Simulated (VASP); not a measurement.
An input for Ansatz (written as the equivalent of a VASP run, and not itself run):

Ansatz 0.2 input:
```yaml
crystal:
  lattice:
    - [0.0000000, 2.6994617, 2.6994617]
    - [2.6994617, 0.0000000, 2.6994617]
    - [2.6994617, 2.6994617, 0.0000000]
  atoms:
    - { symbol: Si, position: [0.2500000, 0.2500000, 0.2500000] }
    - { symbol: Si, position: [0.7500000, 0.7500000, 0.7500000] }
    - { symbol: Ni, position: [0.0000000, 0.0000000, 0.0000000] }
kpoints:
  mp_grid: { grid: [11, 11, 11] }
hamiltonian:
  xc: pbesol
  pseudopotentials: { kind: paw }
scf:
  occupations: { method: tetrahedron }
  max_iter: 100
output: { forces: true, stress: true, eigenvalues: true }
```

**Question.** Translate this input to VASP (INCAR, KPOINTS, POSCAR, choice of POTCAR).

**Answer.** One answer among several that fit: 
File KPOINTS:
```
Automatic mesh
0
Gamma
11 11 11
0 0 0
```

**POSCAR**
```
NiSi2
1
   -0.0000000000     2.6994616559     2.6994616559
    2.6994616559     0.0000000000     2.6994616559
    2.6994616559     2.6994616559     0.0000000000
Si Ni
2 1
Direct
  0.2500000000   0.2500000000   0.2500000000
  0.7500000000   0.7500000000   0.7500000000
  0.0000000000   0.0000000000   0.0000000000
```

### INCAR
```
ALGO = Normal
EDIFF = 1E-7
ENCUT = 520
GGA = PS
ISIF = 2
ISMEAR = -5
LASPH = .True.
LCHARG = .True.
LEFG = .True.
LMAXMIX = 4
LORBIT = 11
LREAL = .False.
LWAVE = .False.
NEDOS = 601
NELM = 100
PREC = Accurate
SYSTEM = NiSi2
```

POTCAR, in this order: Si Ni (PBE.64 set). Program: vasp_std.

What does not carry over: each code has its own PAW files, so the cut-off isn't converted (ENCUT is set for VASP's; basis.ecutwfc is left out, and Ansatz then takes the one that its files recommend); Ansatz stops its SCF on the density residual and VASP on the energy change (EDIFF); the field gradients of LEFG aren't asked of the other code.

The compound is NiSi2 in the fluorite structure. It was relaxed first.
